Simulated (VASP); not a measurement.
Wanted: the native input for a VASP 6.6.1 run.

```yaml
Task: single point
Functional: PBE
Potentials_or_basis: VASP PAW PBE potentials, release 64 (Sn_d, P)
Cutoff: 520 eV
k_mesh: 6 × 6 × 6
Occupations: gaussian, width 0.1 eV
Spin: no spin polarisation
Dipole_correction: no
Further_INCAR_settings: ALGO = Fast; EDIFF = 1e-06; NBANDS = 19
```

The structure of SnP2 lies in POSCAR:

```
SnP2
1.0
    1.8589590600      1.0732705200      4.7674219400
   -1.8589590600      1.0732705200      4.7674219400
    0.0000000000     -2.1465410300      4.7674219400
Sn P
1 2
Direct
    0.0000000000      0.0000000000      0.0000000000
    0.4160641100      0.4160641100      0.4160641100
    0.5839358900      0.5839358900      0.5839358900
```

The cell was built by a generator and needn't be a form met in nature.

These files were run (other wordings do the same):

INCAR

```
PREC = Accurate ; ENCUT = 520
EDIFF = 1E-6 ; ISMEAR = 0
SIGMA = 0.1 ; LREAL = False
LASPH = True ; NELM = 100
ALGO = Fast ; ISIF = 2
LWAVE = False ; LCHARG = False
GGA = PE ; NBANDS = 19
```

KPOINTS

```
Automatic mesh
0
Gamma
  6 6 6
```

Potentials or basis: VASP PAW PBE potentials, release 64 (Sn_d, P).

Launch:

```bash
$ cat potpaw_PBE.64/Sn_d/POTCAR potpaw_PBE.64/P/POTCAR > POTCAR
$ mpirun -np 1 vasp_std > vasp.out
```

It gave:

The pressure is 26.7 GPa, the largest force is 4.412 eV/Å and the band gap on the k mesh is none (metal or under the smearing width).

Caveat: so large a pressure means that the cell lies far from this level's equilibrium, or that cutoff or potentials fall short; forces of over 1 eV/Å show positions far from the minimum, so gaps and moduli don't describe the material at rest.

Wall time 75 s on 1 thread of AMD EPYC 7R13 Processor (Zen 3), on a shared host, peak memory 0.21 GiB.
